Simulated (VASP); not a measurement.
## NiMoIrPdW: relaxation of cell and atoms with vdW-DF-cx

Crystal: NiMoIrPdW.

```xyz
5
Lattice="4.1170 0.0000 0.0000 -2.0585 3.5655 0.0000 0.0000 0.0000 5.4458" Properties=species:S:1:pos:R:3 pbc="T T T"
Ni    0.0000    0.0000    5.2157
Mo    2.0585    1.1885    5.2367
Pd    2.0585    1.1885    2.5211
Ir    0.0000    2.3770    3.9521
W     0.0000    2.3770    1.2875
```

The cell was built by a generator and needn't be a form met in nature.

| Property | Result |
| --- | --- |
| Program | VASP 6.6.1 |
| Task | relaxation of cell and atoms |
| Functional | vdW-DF-cx |
| Potentials or basis | VASP PAW PBE potentials, release 64 (Ni, Mo_sv, Pd, Ir, W_sv) |
| Cutoff | 600 eV |
| k mesh | 8 × 8 × 5 |
| Occupations | fermi-dirac, width 0.05 eV |
| Spin | collinear spin, ferromagnetic start |
| Starting moments | [1.0, 1.0, 0.0, 0.6, 0.0] μB |
| Further INCAR settings | ALGO = Normal; EDIFF = 1e-07; IBRION = 2; EDIFFG = -0.02; NSW = 40; ISIF = 3 |

The relaxed volume is 15.55 Å³/atom. The relaxed cell is a = 4.075 Å, b = 4.075 Å, c = 5.405 Å, α = 90.00°, β = 90.00°, γ = 120.00°. The space group after relaxing (to 0.05 Å) is P3m1 (No. 156) and the energy gained by relaxing is 9.2 meV/atom. The ionic steps are 9, the pressure after relaxing is -0.1 GPa and the largest force after relaxing is 0.017 eV/Å. The band gap on the k mesh is none (metal or under the smearing width), the net moment is 0.00 μB per cell and the valence electrons inside the program's atomic spheres are Ni 9.53; Mo 12.64; Pd 9.64; Ir 8.38; W 11.93.

Forces in eV/Å, atoms in the order of the input:
```
Ni   0.000  0.000 -0.016
Mo   0.000  0.000  0.017
Pd   0.000  0.000  0.012
Ir   0.000  0.000 -0.008
W    0.000  0.000 -0.004
```

Stress tensor (GPa, compression positive):
```
-0.05  0.00  0.00
 0.00 -0.05  0.00
 0.00  0.00 -0.15
```

The path:
```csv
step,energy change (eV),largest force (eV/Å),pressure (GPa),volume (Å³)
1,0.0000,0.0637,-6.43,79.94
2,0.2355,0.4465,19.15,72.74
3,-0.0454,0.0631,-0.16,77.79
4,-0.0454,0.0660,-0.01,77.75
5,-0.0454,0.0688,0.12,77.70
6,-0.0458,0.0278,0.15,77.68
7,-0.0458,0.0261,0.14,77.68
8,-0.0458,0.0155,-0.30,77.81
9,-0.0459,0.0170,-0.08,77.74
```

Final structure:
```cif
data_structure
_symmetry_space_group_name_H-M 'P 1'
_symmetry_Int_Tables_number 1
_cell_length_a 4.0752
_cell_length_b 4.0752
_cell_length_c 5.4054
_cell_angle_alpha 90.000
_cell_angle_beta 90.000
_cell_angle_gamma 120.000
_cell_volume 77.74
loop_
_atom_site_label
_atom_site_type_symbol
_atom_site_fract_x
_atom_site_fract_y
_atom_site_fract_z
_atom_site_occupancy
Ni1 Ni 0.00000 0.00000 0.95748 1
Mo1 Mo 0.66667 0.33333 0.96197 1
Pd1 Pd 0.66667 0.33333 0.46356 1
Ir1 Ir 0.33333 0.66667 0.72519 1
W1 W 0.33333 0.66667 0.23626 1
```

Levels at points of the mesh, in eV from the Fermi level:
Spin up:
```csv
k point,band 26,band 27,band 28,band 29,band 30,band 31
"(0.00, 0.00, 0.00)",-1.03,-0.82,-0.82,0.87,0.87,1.88
"(0.50, 0.00, 0.00)",-1.09,-0.56,-0.26,0.99,1.23,1.32
"(0.50, 0.50, 0.00)",-1.09,-0.56,-0.26,0.99,1.23,1.32
```
Spin down:
| k point | band 26 | band 27 | band 28 | band 29 | band 30 | band 31 |
| --- | --- | --- | --- | --- | --- | --- |
| (0.00, 0.00, 0.00) | -1.03 | -0.82 | -0.82 | 0.87 | 0.87 | 1.88 |
| (0.50, 0.00, 0.00) | -1.09 | -0.56 | -0.26 | 0.99 | 1.23 | 1.32 |
| (0.50, 0.50, 0.00) | -1.09 | -0.56 | -0.26 | 0.99 | 1.23 | 1.32 |

Run time: 55 min on 4 MPI ranks on AMD EPYC 7R43 64-Core Processor (Zen 3), on a shared host, peak memory 1 GiB a rank.

Caveat: the PAW data sets were made with another functional, which shifts forces and pressure a little. The run has no spin-orbit coupling, so splittings on Ir, W are missing.
